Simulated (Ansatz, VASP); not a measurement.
One calculation of HfSnSe4, two programs

```
Hf Sn Se
1.0
     3.82607    0.00000    0.00000
    -1.91303    3.31347    0.00000
     0.00000    0.00000   13.91100
Hf Sn Se
1 1 4
Direct
  0.00000 0.00000 0.50000
  0.00000 0.00000 0.00000
  0.66667 0.33333 0.88440
  0.66667 0.33333 0.38850
  0.33333 0.66667 0.61150
  0.33333 0.66667 0.11560
```

Change from the starting cell: species swapped into the ZrTiS4 type (P-3m1, No. 164).

Alike in both runs: functional PBE; k mesh 6 × 6 × 2; occupations gaussian, width 0.1 eV; no spin polarisation.

Ansatz relaxed the structure, and its values are those at the end. VASP's run is a single point on that final structure, the one shown.

```csv
,VASP,Ansatz
version,VASP 6.6.1,Ansatz 0.2.0
potentials or method,"VASP PAW PBE potentials, release 64 (Hf_pv, Sn_d, Se)","scalar-relativistic, plane waves, PAW"
plane-wave cutoff (eV),520,420
valence electrons in the cell,48,104
```

```csv
,VASP,Ansatz,Ansatz less VASP
gap on the k mesh at the Fermi level (eV),0.48,0.47,-0.007
least direct gap on the mesh (eV),1.06,1.06,+0.003
pressure (GPa),-0.1,0.0,+0.11
rms of the force components (eV/Å),0.015,0.001,-0.0141
```

The two sets of potentials don't hold the same shells in valence.

Caveats: spin-orbit coupling is left out, which moves the levels of the heavy elements; this functional lacks dispersion, which binds the layers, so the pressure and a relaxed spacing across them are unreliable.
